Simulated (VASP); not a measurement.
```
AlFe
1.0
    2.83983     0.00000     0.00000
    0.00000     2.83983     0.00000
    0.00000     0.00000     2.83983
Al Fe
1 1
Direct
  0.50000   0.50000   0.50000
  0.00000   0.00000   0.00000
```

These are PBEsol GGA, VASP's PBE PAW potentials (set 64) (plane waves; VASP) values and carry that method's errors. Run with 500 eV cut-off, 13×13×13 Γ-centred mesh, first-order Methfessel-Paxton smearing of 0.10 eV, potentials Al Fe.

Estimate the energy per atom (σ→0), band gap (on the k-mesh) with the smallest direct gap where there is one.

The band gap (on the k-mesh) comes out as none (metal, semimetal or under 0.01 eV) and the energy per atom (σ→0) is -6.850 eV/atom.

The compound is FeAl in the CsCl type structure. It was relaxed first, which changed the volume by -7 %. The run is not spin-polarised, so no magnetic state was tried. The electron count is odd and the run is not spin-polarised, which forces a metal.
